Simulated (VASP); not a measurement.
Calculation: PBE GGA, VASP's PBE PAW potentials (set 64) (plane waves; VASP).

VASP input:

File POSCAR:
```
Nb
1
   -1.6500000000     1.6500000000     1.6500000000
    1.6500000000    -1.6500000000     1.6500000000
    1.6500000000     1.6500000000    -1.6500000000
Nb
1
Direct
  0.0000000000   0.0000000000   0.0000000000
```

**INCAR**
```
# general
SYSTEM =Nb
PREC   =Accurate
ENCUT  =400
LREAL  =.False.
LASPH  =.True.

# electronic loop
EDIFF  =1E-6
NELM   =100
ALGO   =Normal
LMAXMIX=4

# smearing
ISMEAR =1
SIGMA  =0.1

# functional
GGA    =PE

# ions
IBRION =2
NSW    =40
ISIF   =3
EDIFFG =-0.01

# output
LWAVE  =.False.
LCHARG =.False.
```

**KPOINTS**
```
Automatic mesh
0
Gamma
12 12 12
0 0 0
```

POTCAR, in this order: Nb_sv (PBE.64 set). Program: vasp_std.

Q: What will the output report for the number of irreducible k-points (NKPTS), number of bands (NBANDS), largest plane-wave count, number of space-group operations, FFT grid (NGX, NGY, NGZ)?

A: 
```
Item                                          Result
--------------------------------------  ------------
number of irreducible k-points (NKPTS)            72
number of bands (NBANDS)                          10
largest plane-wave count                         339
number of space-group operations                  48
FFT grid (NGX, NGY, NGZ)                20 × 20 × 20
```

The compound is Nb in the bcc structure. This run relaxes it. Symmetry was kept, so distortions that lower it aren't found.
